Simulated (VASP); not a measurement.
Input for VASP

### POSCAR
```
CdSe
1
    1.9622473964    -3.3987087084    -0.0000000000
    1.9622473964     3.3987087084    -0.0000000000
    0.0000000000     0.0000000000     6.7503974684
Cd Se
2 2
Direct
  0.6666670000   0.3333330000   0.5079165317
  0.3333330000   0.6666670000   0.0079165317
  0.6666670000   0.3333330000   0.8680834683
  0.3333330000   0.6666670000   0.3680834683
```

**INCAR**
```
SYSTEM = CdSe
PREC = Accurate
ENCUT = 500
EDIFF = 1E-6
NELM = 100
ALGO = Normal
LREAL = .FALSE.
LASPH = .TRUE.
ISMEAR = 0
SIGMA = 0.05
GGA = PS
LMAXMIX = 4
LWAVE = .FALSE.
LCHARG = .FALSE.
IBRION = 2
ISIF = 3
NSW = 40
EDIFFG = -0.02
PSTRESS = 200
```

KPOINTS:
```
Automatic mesh
0
Gamma
7 7 4
0 0 0
```

POTCAR, in this order: Cd Se (PBE.64 set). Program: vasp_std.

Q: Write an equivalent input for Ansatz.

A: One equivalent input (not run):
Ansatz 0.2 input:
```yaml
crystal:
  lattice:
    - [1.9622474, -3.3987087, 0.0000000]
    - [1.9622474, 3.3987087, 0.0000000]
    - [0.0000000, 0.0000000, 6.7503975]
  atoms:
    - { symbol: Cd, position: [0.6666670, 0.3333330, 0.5079165] }
    - { symbol: Cd, position: [0.3333330, 0.6666670, 0.0079165] }
    - { symbol: Se, position: [0.6666670, 0.3333330, 0.8680835] }
    - { symbol: Se, position: [0.3333330, 0.6666670, 0.3680835] }
kpoints:
  mp_grid: { grid: [7, 7, 4] }
hamiltonian:
  xc: pbesol
  pseudopotentials: { kind: paw }
scf:
  occupations: { method: gaussian, width: 0.05 }
  max_iter: 100
relax:
  max_steps: 40
  f_tol: 0.02
  cell: { p_target: 20 }
output: { forces: true, stress: true, eigenvalues: true }
```
The two are equivalent in intent, not identical: each code has its own PAW files, so the cut-off isn't converted (ENCUT is set for VASP's; basis.ecutwfc is left out, and Ansatz then takes the one that its files recommend); Ansatz stops its SCF on the density residual and VASP on the energy change (EDIFF).

The compound is CdSe in the wurtzite structure. It was relaxed first under an external pressure of 20 GPa.
